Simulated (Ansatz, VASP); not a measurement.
# CuSiO3: VASP beside Ansatz

Wanted: the spread between two codes on one cell, functional and k mesh. The two relaxations start from unlike cells of this crystal (the structure described is Ansatz's start), so only their ends are compared.

Program: Ansatz 0.2.0. Level of theory: plane waves, with VASP 6.6.1 beside it; relaxation of cell and atoms at PBEsol, DFT+U. Results are calculated unless marked as measured.

## (1) Starting point

It takes space group Pmma (No. 51, orthorhombic). The conventional cell has a = 8.958 Å, b = 2.860 Å, c = 4.918 Å, α = 90.00°, β = 90.00°, γ = 90.00°. Si has 4 O at 1.64 to 1.67 Å nearest. Nearest to Cu lie 4 O at 1.93 Å. Nearest to O lie 1 Si at 1.64 Å and 2 Cu at 1.93 Å. Nearest to O lie 2 Si at 1.67 Å. Farther neighbours and most contacts between anions are not listed.

## (2) VASP: relaxation of cell and atoms, PBEsol, DFT+U

The relaxed volume is the usual yardstick between codes: in a stiff, nearly cubic crystal its relative difference is about their pressure difference at one cell divided by the bulk modulus.

Lines of VASP's logs that name or quote its potential files are left out, and so is its time.

Contents of INCAR:

```
SYSTEM = CuSiO3
PREC = Accurate
ENCUT = 600
EDIFF = 1E-07
NELM = 200
ISMEAR = -1
SIGMA = 0.05
LREAL = .FALSE.
ALGO = Normal
GGA = PS
NBANDS = 43
LDAU = .TRUE.
LDAUTYPE = 2
LDAUL = -1 2 -1
LDAUU = 0 7 0
LDAUJ = 0 0 0
LDAUPRINT = 1
LASPH = .TRUE.
LMAXMIX = 4
LORBIT = 11
LWAVE = .FALSE.
LCHARG = .FALSE.
ISIF = 3
IBRION = 2
NSW = 80
EDIFFG = -0.005
GGA_COMPAT = .FALSE.
NELMIN = 4
KPAR = 2
```

Contents of POSCAR:

```
CuSiO3
1.0
    8.7277303063      0.0000000000      0.0000000000
    0.0000000000      2.8387926100      0.0000000000
    0.0000000000      0.0000000000      4.6757867531
Si Cu O
2 2 6
Direct
    0.7499999721      0.5000001748      0.8957487700
    0.2500000279      0.5000001748      0.1042512300
    0.4999999442      0.0000000000      0.5000000000
    0.0000000000      0.0000000000      0.5000000000
    0.5942526332      0.5000001748      0.7000083296
    0.4057473668      0.5000001748      0.2999916704
    0.9057473110      0.5000001748      0.7000083296
    0.0942526890      0.5000001748      0.2999916704
    0.2500000279      0.0000000000      0.9173359850
    0.7499999721      0.0000000000      0.0826640150
```

Contents of KPOINTS:

```
Automatic mesh
0
Gamma
3 9 6
0 0 0
```

The projector-augmented-wave data sets are Si, Cu and O (PBE family, release 64).

On the command line:

```console
> mpirun -np 2 vasp_std
```

Numbers of over 12 decimals in the logs are rounded to 6 here.

Output:

```text
[banner, memory and clock lines left out]
running    2 mpi-ranks, on    1 nodes
 distrk:  each k-point on    1 cores,    2 groups
 distr:  one band on    1 cores,    1 groups

 POSCAR found type information on POSCAR SiCuO
 POSCAR found :  3 types and      10 ions
|                                                                             |
|               ----> ADVICE to this user running VASP <----                  |
|                                                                             |
|     You enforced a specific xc type in the INCAR file but a different       |
|     [... a line on the potential file left out ...]
|     I HOPE YOU KNOW WHAT YOU ARE DOING!                                     |
|                                                                             |

 LDA part: xc-table for (Slater+PW92), standard interpolation
 POSCAR, INCAR and KPOINTS ok, starting setup
 FFT: planning ... GRIDC
 FFT: planning ... GRID_SOFT
 FFT: planning ... GRID
 WAVECAR not read
 entering main loop
       N       E                     dE             d eps       ncg     rms          rms(c)
DAV:   1     0.857091391613E+03    0.85709E+03   -0.33738E+04  3448   0.211E+03
DAV:   2     0.763311418545E+02   -0.78076E+03   -0.71587E+03  3745   0.519E+02
DAV:   3    -0.637620132671E+02   -0.14009E+03   -0.13504E+03  3697   0.230E+02
DAV:   4    -0.736950677505E+02   -0.99331E+01   -0.97341E+01  4824   0.628E+01
DAV:   5    -0.740677417572E+02   -0.37267E+00   -0.37159E+00  4736   0.115E+01    0.230E+01
DAV:   6    -0.662349345738E+02    0.78328E+01   -0.46121E+01  5224   0.109E+02    0.118E+01
DAV:   7    -0.652729094724E+02    0.96203E+00   -0.10475E+01  4650   0.957E+01    0.610E+00
DAV:   8    -0.653301926680E+02   -0.57283E-01   -0.21902E+00  5448   0.229E+01    0.238E+00
DAV:   9    -0.653311498163E+02   -0.95715E-03   -0.19813E-01  5296   0.309E+00    0.691E-01
DAV:  10    -0.653352444593E+02   -0.40946E-02   -0.13413E-02  5248   0.131E+00    0.249E-01
DAV:  11    -0.653356592752E+02   -0.41482E-03   -0.11479E-03  5112   0.374E-01    0.121E-01
DAV:  12    -0.653359256619E+02   -0.26639E-03   -0.47692E-04  5368   0.309E-01    0.316E-02
DAV:  13    -0.653359396097E+02   -0.13948E-04   -0.88095E-05  5248   0.914E-02    0.931E-03
DAV:  14    -0.653359432065E+02   -0.35968E-05   -0.14259E-05  5184   0.461E-02    0.515E-03
DAV:  15    -0.653359437866E+02   -0.58008E-06   -0.40602E-06  4680   0.152E-02    0.253E-03
DAV:  16    -0.653359438196E+02   -0.33017E-07   -0.40818E-07  4176   0.819E-03
   1 F= -.65335944E+02 E0= -.65316002E+02  d E =-.653359E+02
 curvature:   0.00 expect dE= 0.000E+00 dE for cont linesearch  0.000E+00
 trial: gam= 0.00000 g(F)=  0.403E-05 g(S)=  0.200E-04 ort = 0.000E+00 (trialstep = 0.100E+01)
 search vector abs. value=  0.241E-04
 bond charge predicted
       N       E                     dE             d eps       ncg     rms          rms(c)
DAV:   1    -0.653360597400E+02   -0.11595E-03   -0.36631E-03  5224   0.815E-01    0.886E-02
DAV:   2    -0.653359597282E+02    0.10001E-03   -0.65199E-04  4696   0.665E-01    0.251E-02
DAV:   3    -0.653359460003E+02    0.13728E-04   -0.96879E-05  5208   0.339E-01    0.195E-02
DAV:   4    -0.653359420518E+02    0.39484E-05   -0.17581E-05  5392   0.935E-02    0.793E-03
DAV:   5    -0.653359413443E+02    0.70751E-06   -0.95959E-06  5360   0.307E-02    0.549E-03
DAV:   6    -0.653359406528E+02    0.69155E-06   -0.21956E-06  5256   0.127E-02    0.147E-03
DAV:   7    -0.653359406563E+02   -0.35516E-08   -0.11689E-07  2168   0.333E-03
   2 F= -.65335941E+02 E0= -.65316036E+02  d E =0.316325E-05
 trial-energy change:    0.000003  1 .order    0.000000   -0.000024    0.000025
 step:   0.4098(harm=  0.4919)  dis= 0.00010  next Energy=   -65.335949 (dE=-0.474E-05)
 bond charge predicted
       N       E                     dE             d eps       ncg     rms          rms(c)
DAV:   1    -0.653359873364E+02   -0.46684E-04   -0.12770E-03  5224   0.478E-01    0.520E-02
DAV:   2    -0.653359539559E+02    0.33381E-04   -0.22329E-04  4701   0.387E-01    0.147E-02
DAV:   3    -0.653359494688E+02    0.44870E-05   -0.33199E-05  5213   0.198E-01    0.115E-02
DAV:   4    -0.653359482749E+02    0.11940E-05   -0.59959E-06  5392   0.551E-02    0.467E-03
DAV:   5    -0.653359481257E+02    0.14921E-06   -0.32702E-06  5352   0.181E-02    0.319E-03
DAV:   6    -0.653359479610E+02    0.16461E-06   -0.62980E-07  4405   0.739E-03    0.982E-04
DAV:   7    -0.653359479763E+02   -0.15224E-07   -0.15866E-07  2439   0.312E-03
   3 F= -.65335948E+02 E0= -.65316021E+02  d E =-.415670E-05
 curvature:  -0.24 expect dE=-0.119E-05 dE for cont linesearch -0.382E-07
 trial: gam= 0.12442 g(F)=  0.146E-05 g(S)=  0.349E-05 ort = 0.196E-05 (trialstep = 0.882E+00)
 search vector abs. value=  0.581E-05
 reached required accuracy - stopping structural energy minimisation
```

From OUTCAR (step 2):

```text
ion  position               nearest neighbor table
   1  0.750  0.500  0.896-   5 1.64   7 1.64  10 1.67  10 1.67
   2  0.250  0.500  0.104-   6 1.64   8 1.64   9 1.67   9 1.67
   3  0.500  0.000  0.500-   6 1.89   5 1.89   6 1.89   5 1.89
   4  0.000  0.000  0.500-   7 1.89   8 1.89   7 1.89   8 1.89
   5  0.594  0.500  0.700-   1 1.64   3 1.89   3 1.89
   6  0.406  0.500  0.300-   2 1.64   3 1.89   3 1.89
   7  0.906  0.500  0.700-   1 1.64   4 1.89   4 1.89
   8  0.094  0.500  0.300-   2 1.64   4 1.89   4 1.89
   9  0.250  0.000  0.917-   2 1.67   2 1.67
  10  0.750  0.000  0.083-   1 1.67   1 1.67

  LATTYP: Found a simple orthorhombic cell.
 ALAT       =     2.8387926100
 B/A-ratio  =     1.6471040317
 C/A-ratio  =     3.0744515381

 Subroutine GETGRP returns: Found  8 space group operations
 (whereof  4 operations were pure point group operations)

The static configuration has the point symmetry C_2h.
 The point group associated with its full space group is D_2h.

 Found     40 irreducible k-points:

   k-points           NKPTS =     40   k-points in BZ     NKDIM =     40   number of bands    NBANDS=     43

   dimension x,y,z NGX =    70 NGY =   24 NGZ =   40
   dimension x,y,z NGXF=   140 NGYF=   48 NGZF=   80

   ENCUT  =  600.0 eV  44.10 Ry    6.64 a.u.  17.43  5.67  9.34*2*pi/ulx,y,z

   NELECT =      66.0000    total number of electrons

 k-points in reciprocal lattice and weights: Automatic mesh
   0.00000000  0.00000000  0.00000000       0.006
   0.33333333  0.00000000  0.00000000       0.012
   0.00000000  0.11111111  0.00000000       0.012
   0.33333333  0.11111111  0.00000000       0.025
   0.00000000  0.22222222  0.00000000       0.012
   0.33333333  0.22222222  0.00000000       0.025
   0.00000000  0.33333333  0.00000000       0.012
   0.33333333  0.33333333  0.00000000       0.025
   0.00000000  0.44444444  0.00000000       0.012
[...]
0.00000000  0.44444444  0.50000000       0.012
   0.33333333  0.44444444  0.50000000       0.025

atom =   3  type =  2  l = 2

 onsite density matrix

spin component  1

  0.8879 -0.0993  0.0000  0.0000  0.0000
 -0.0993  0.8681  0.0000  0.0000  0.0000
  0.0000  0.0000  0.9778  0.0023  0.0008
  0.0000  0.0000  0.0023  0.9713  0.0058
  0.0000  0.0000  0.0008  0.0058  0.9755

spin component  2

 occupancies and eigenvectors

  o =  0.7782  v = -0.6710 -0.7414  0.0000  0.0000  0.0000  0.0000  0.0000  0.0000  0.0000  0.0000      0.0000  0.0000  0.0000  0.0000  0.0000  0.0000  0.0000  0.0000  0.0000  0.0000
  o =  0.7782  v =  0.0000  0.0000  0.0000  0.0000  0.0000 -0.6710 -0.7414  0.0000  0.0000  0.0000      0.0000  0.0000  0.0000  0.0000  0.0000  0.0000  0.0000  0.0000  0.0000  0.0000
  o =  0.9670  v =  0.0000  0.0000  0.1374 -0.8231  0.5510  0.0000  0.0000  0.0000  0.0000  0.0000      0.0000  0.0000  0.0000  0.0000  0.0000  0.0000  0.0000  0.0000  0.0000  0.0000
  o =  0.9670  v =  0.0000  0.0000  0.0000  0.0000  0.0000  0.0000  0.0000  0.1374 -0.8231  0.5510      0.0000  0.0000  0.0000  0.0000  0.0000  0.0000  0.0000  0.0000  0.0000  0.0000
  o =  0.9767  v =  0.0000  0.0000  0.0000  0.0000  0.0000  0.0000  0.0000 -0.8204  0.2172  0.5290      0.0000  0.0000  0.0000  0.0000  0.0000  0.0000  0.0000  0.0000  0.0000  0.0000
  o =  0.9767  v =  0.0000  0.0000 -0.8204  0.2172  0.5290  0.0000  0.0000  0.0000  0.0000  0.0000      0.0000  0.0000  0.0000  0.0000  0.0000  0.0000  0.0000  0.0000  0.0000  0.0000
  o =  0.9778  v = -0.7414  0.6710  0.0000  0.0000  0.0000  0.0000  0.0000  0.0000  0.0000  0.0000      0.0000  0.0000  0.0000  0.0000  0.0000  0.0000  0.0000  0.0000  0.0000  0.0000
  o =  0.9778  v =  0.0000  0.0000  0.0000  0.0000  0.0000 -0.7414  0.6710  0.0000  0.0000  0.0000      0.0000  0.0000  0.0000  0.0000  0.0000  0.0000  0.0000  0.0000  0.0000  0.0000
  o =  0.9809  v =  0.0000  0.0000 -0.5551 -0.5247 -0.6454  0.0000  0.0000  0.0000  0.0000  0.0000      0.0000  0.0000  0.0000  0.0000  0.0000  0.0000  0.0000  0.0000  0.0000  0.0000
  o =  0.9809  v =  0.0000  0.0000  0.0000  0.0000  0.0000  0.0000  0.0000 -0.5551 -0.5247 -0.6454      0.0000  0.0000  0.0000  0.0000  0.0000  0.0000  0.0000  0.0000  0.0000  0.0000

atom =   4  type =  2  l = 2

 onsite density matrix

spin component  1

  0.8879  0.0993  0.0000  0.0000  0.0000
  0.0993  0.8681  0.0000  0.0000  0.0000
  0.0000  0.0000  0.9778 -0.0023  0.0008
  0.0000  0.0000 -0.0023  0.9713 -0.0058
  0.0000  0.0000  0.0008 -0.0058  0.9755

spin component  2

 occupancies and eigenvectors

  o =  0.7782  v =  0.6710 -0.7414  0.0000  0.0000  0.0000  0.0000  0.0000  0.0000  0.0000  0.0000      0.0000  0.0000  0.0000  0.0000  0.0000  0.0000  0.0000  0.0000  0.0000  0.0000
  o =  0.7782  v =  0.0000  0.0000  0.0000  0.0000  0.0000  0.6710 -0.7414  0.0000  0.0000  0.0000      0.0000  0.0000  0.0000  0.0000  0.0000  0.0000  0.0000  0.0000  0.0000  0.0000
  o =  0.9670  v =  0.0000  0.0000  0.1374  0.8231  0.5510  0.0000  0.0000  0.0000  0.0000  0.0000      0.0000  0.0000  0.0000  0.0000  0.0000  0.0000  0.0000  0.0000  0.0000  0.0000
  o =  0.9670  v =  0.0000  0.0000  0.0000  0.0000  0.0000  0.0000  0.0000  0.1374  0.8231  0.5510      0.0000  0.0000  0.0000  0.0000  0.0000  0.0000  0.0000  0.0000  0.0000  0.0000
  o =  0.9767  v =  0.0000  0.0000  0.0000  0.0000  0.0000  0.0000  0.0000  0.8204  0.2172 -0.5290      0.0000  0.0000  0.0000  0.0000  0.0000  0.0000  0.0000  0.0000  0.0000  0.0000
  o =  0.9767  v =  0.0000  0.0000  0.8204  0.2172 -0.5290  0.0000  0.0000  0.0000  0.0000  0.0000      0.0000  0.0000  0.0000  0.0000  0.0000  0.0000  0.0000  0.0000  0.0000  0.0000
  o =  0.9778  v = -0.7414 -0.6710  0.0000  0.0000  0.0000  0.0000  0.0000  0.0000  0.0000  0.0000      0.0000  0.0000  0.0000  0.0000  0.0000  0.0000  0.0000  0.0000  0.0000  0.0000
  o =  0.9778  v =  0.0000  0.0000  0.0000  0.0000  0.0000 -0.7414 -0.6710  0.0000  0.0000  0.0000      0.0000  0.0000  0.0000  0.0000  0.0000  0.0000  0.0000  0.0000  0.0000  0.0000
  o =  0.9809  v =  0.0000  0.0000 -0.5551  0.5247 -0.6454  0.0000  0.0000  0.0000  0.0000  0.0000      0.0000  0.0000  0.0000  0.0000  0.0000  0.0000  0.0000  0.0000  0.0000  0.0000
  o =  0.9809  v =  0.0000  0.0000  0.0000  0.0000  0.0000  0.0000  0.0000 -0.5551  0.5247 -0.6454      0.0000  0.0000  0.0000  0.0000  0.0000  0.0000  0.0000  0.0000  0.0000  0.0000

 average (electrostatic) potential at core
       1 -85.6158       2 -85.6158       3 -65.3319       4 -65.3318       5 -71.4748
       6 -71.4748       7 -71.4748       8 -71.4748       9 -72.0346      10 -72.0346

 E-fermi :   3.8285

 k-point     1 :       0.0000    0.0000    0.0000
  band No.  band energies     occupation
    ...
     28       0.9862      2.00000
     29       0.9873      2.00000
     30       1.0822      2.00000
     31       1.3951      2.00000
     32       2.3584      2.00000
     33       4.2937      0.00018
     34       4.5362      0.00000
     35       6.6434      0.00000
     36       8.1528      0.00000
     37       9.7033      0.00000
    ...

 k-point     2 :       0.3333    0.0000    0.0000
  band No.  band energies     occupation
    ...
     28       0.9494      2.00000
     29       1.0462      2.00000
     30       1.2090      2.00000
     31       1.6958      2.00000
     32       2.1562      2.00000
     33       4.3554      0.00005
     34       4.4766      0.00000
     35       7.0484      0.00000
     36       7.8550      0.00000
     37       9.2983      0.00000
    ...

 k-point     3 :       0.0000    0.1111    0.0000
  band No.  band energies     occupation
    ...
     28       1.0369      2.00000
     29       1.2359      2.00000
     30       1.3019      2.00000
     31       1.3945      2.00000
     32       2.3020      2.00000
     33       4.0150      0.04681
     34       4.3437      0.00007
     35       7.1851      0.00000
     36       8.6373      0.00000
     37       9.9860      0.00000
    ...

 k-point     4 :       0.3333    0.1111    0.0000
  band No.  band energies     occupation
    ...
     28       1.0276      2.00000
     29       1.1664      2.00000
     30       1.2317      2.00000
     31       1.7153      2.00000
     32       2.1165      2.00000
     33       4.0945      0.00973
     34       4.2551      0.00039
     35       7.5595      0.00000
     36       8.3282      0.00000
     37       9.6530      0.00000
    ...

 k-point     5 :       0.0000    0.2222    0.0000
  band No.  band energies     occupation
    ...
     29       1.2724      2.00000
     30       1.4428      2.00000
     31       1.8469      2.00000
     32       2.1300      2.00000
     33       3.6700      1.91930
     34       4.0213      0.04138
     35       8.3852      0.00000
     36       9.5707      0.00000
     37      10.4467      0.00000
     38      10.5506      0.00000
    ...

 k-point     6 :       0.3333    0.2222    0.0000
  band No.  band energies     occupation
    ...
     29       1.2827      2.00000
     30       1.3914      2.00000
     31       1.8802      2.00000
     32       2.0053      2.00000
     33       3.7617      1.58344
     34       3.9324      0.22229
     35       8.6564      0.00000
     36       9.2520      0.00000
     37      10.4527      0.00000
     38      10.8860      0.00000
    ...

  Total       -0.0004507      0.0064000     -0.0261300      0.0000000      0.0000000      0.0000000
  in kB       -0.0062320      0.0884960     -0.3613100      0.0000000      0.0000000      0.0000000
  external PRESSURE =      -0.0930153 kB  Pullay stress =       0.0000000 kB

  energy-cutoff  :      600.00
  volume of cell :      115.87
      direct lattice vectors                 reciprocal lattice vectors
     8.728307856  0.000000000  0.000000000     0.114569744  0.000000000  0.000000000
     0.000000000  2.839100634  0.000000000     0.000000000  0.352224218  0.000000000
    -0.000000000  0.000000000  4.675829011     0.000000000  0.000000000  0.213865819

 POSITION                                       TOTAL-FORCE (eV/Angst)
 -----------------------------------------------------------------------------------
      6.54623      1.41955      4.18844         0.000000      0.000000      0.001914
      2.18208      1.41955      0.48739         0.000000      0.000000     -0.001914
      4.36415      0.00000      2.33791         0.000000      0.000000      0.000000
     -0.00000      0.00000      2.33791         0.000000      0.000000      0.000000
      5.18681      1.41955      3.27311         0.002012      0.000000      0.001006
      3.54150      1.41955      1.40272        -0.002012      0.000000     -0.001006
      7.90565      1.41955      3.27311        -0.002012      0.000000      0.001006
      0.82265      1.41955      1.40272         0.002012      0.000000     -0.001006
      2.18208      0.00000      4.28920         0.000000      0.000000     -0.001169
      6.54623      0.00000      0.38663         0.000000      0.000000      0.001169
 -----------------------------------------------------------------------------------
    total drift:                                0.000793     -0.001076     -0.000061

  FREE ENERGIE OF THE ION-ELECTRON SYSTEM (eV)
  ---------------------------------------------------
  free  energy   TOTEN  =       -65.3359479763 eV

  energy  without entropy=      -65.2960948641  energy(sigma->0) =      -65.31602142

 reached required accuracy - stopping structural energy minimisation

 total charge
# of ion       s       p       d       tot
------------------------------------------
    1        0.662   0.973   0.000   1.635
    2        0.662   0.973   0.000   1.635
    3        0.368   0.425   9.336  10.128
    4        0.368   0.425   9.336  10.128
    5        1.553   3.535   0.000   5.088
    6        1.553   3.535   0.000   5.088
    7        1.553   3.535   0.000   5.088
    8        1.553   3.535   0.000   5.088
    9        1.548   3.602   0.000   5.150
   10        1.548   3.602   0.000   5.150
--------------------------------------------------
tot         11.366  24.139  18.672  54.177
```

CONTCAR:

```
CuSiO3
   1.00000000000000
     8.7283078559196738    0.0000000000000000    0.0000000000000000
     0.0000000000000000    2.8391006339477185    0.0000000000000000
    -0.0000000000000000    0.0000000000000000    4.6758290109173046
  Si              Cu              O
     2     2     6
Direct
     0.7499999720999995    0.5000001748000003    0.8957641787873124
     0.2500000279000005    0.5000001748000003    0.1042358212126876
     0.4999999441999989    0.0000000000000000    0.5000000000000000
     0.0000000000000000    0.0000000000000000    0.5000000000000000
     0.5942511976403070    0.5000001748000003    0.7000061449934192
     0.4057488023596931    0.5000001748000003    0.2999938550065809
     0.9057487465596920    0.5000001748000003    0.7000061449934192
     0.0942512534403080    0.5000001748000003    0.2999938550065809
     0.2500000279000005    0.0000000000000000    0.9173139522013061
     0.7499999720999995    0.0000000000000000    0.0826860477986940
```

This run has no spin polarisation, so a moment on Cu, if there is one, isn't seen. The PAW data sets were made with PBE, which is usual practice but a small mismatch for other functionals. The run keeps the 8 symmetry operations of its start, so it cannot find a distortion of lower symmetry.

(Continued in part 2 of 2.)

[Lines on the potential files, build, host, timing and source positions are cut from VASP's logs without a mark.]

[Logs are printed without paths, hosts, clocks, repeated set-up lines and the standing remarks that a program may print on its own settings, such as how far it seeks lower states.]

[Hosts, paths, dates, database ids (printed as entryN), source tags and the programs' standing remarks are cut or masked in the printed files.]
